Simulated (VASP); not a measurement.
```xyz
2
Lattice="0.0000 2.0027 2.0027 2.0027 0.0000 2.0027 2.0027 2.0027 0.0000" Properties=species:S:1:pos:R:3 pbc="T T T"
V      0.0000     0.0000     0.0000
N      2.0027     2.0027     2.0027
```

Method: PBEsol GGA, VASP's PBE PAW potentials (set 64) (plane waves; VASP). Run with 620 eV cut-off, 16×16×16 Γ-centred mesh, first-order Methfessel-Paxton smearing of 0.10 eV, potentials V_sv N.

Problem. Predict the energy per atom (σ→0), pressure, band gap (on the k-mesh) with the smallest direct gap where there is one.

Solution. 
```yaml
band gap (on the k-mesh): none (metal, semimetal or under 0.01 eV)
energy per atom (σ→0): -989.6 kJ/mol of atoms
pressure: 19.75 GPa
```

Total energies compare only between runs with the same potentials, cut-off and functional.

The compound is VN in the rock salt structure, which distorts at low temperature. It was relaxed first under an external pressure of 20 GPa. The run is not spin-polarised, so no magnetic state was tried. VASP warned that the highest band is occupied, so more bands are needed.
